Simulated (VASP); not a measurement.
Be3Te2O:

```
CELL_PARAMETERS angstrom
5.60501 0.00000 0.00000
-2.80251 4.85408 0.00000
0.00000 0.00000 3.39561
ATOMIC_POSITIONS crystal
Be 0.50000 0.00000 0.50000
Be 0.50000 0.50000 0.50000
Be 0.00000 0.50000 0.50000
Te 0.33333 0.66667 0.00000
Te 0.66667 0.33333 0.00000
O 0.00000 0.00000 0.00000
```

The cell was built by a generator and needn't be a form met in nature.

- Program: VASP 6.6.1
- Task: relaxation of cell and atoms
- Functional: PBE
- Potentials or basis: VASP PAW PBE potentials, release 64 (Be, Te, O)
- Cutoff: 520 eV
- k mesh: 3 × 3 × 4
- Occupations: gaussian, width 0.15 eV
- Spin: no spin polarisation

At the start: pressure 18.6 GPa; volume 15.40 Å³/atom.

**Question.** How do energy, volume and symmetry change on relaxing?

**Answer.** Over 7 steps the energy falls by 191.2 meV/atom and the volume is 19.88 Å³/atom (+29.1 %); space group P6/mmm (No. 191, to 0.05 Å).

Step by step:
```tsv
step	energy change (eV)	largest force (eV/Å)	pressure (GPa)	volume (Å³)
1	0.0000	0.0000	18.61	92.39
2	-0.9187	0.0000	-2.48	118.40
3	-0.9835	0.0000	1.07	111.76
4	-0.9832	0.0000	0.77	112.66
5	-0.9816	0.0000	0.39	113.19
6	-1.1024	0.0000	-0.03	115.88
7	-1.1472	0.0000	0.00	119.28
```

Final structure:
```
CELL_PARAMETERS angstrom
6.25291 0.00000 0.00000
-3.12646 5.41518 0.00000
0.00000 0.00000 3.52281
ATOMIC_POSITIONS crystal
Be 0.50000 0.00000 0.50000
Be 0.50000 0.50000 0.50000
Be 0.00000 0.50000 0.50000
Te 0.33333 0.66667 0.00000
Te 0.66667 0.33333 0.00000
O 0.00000 0.00000 0.00000
```

Caveat: the k mesh is coarse (spacing up to 0.46 Å⁻¹), so the values aren't converged; the volume moved by over 15 % at a fixed basis, so the end points are rough.
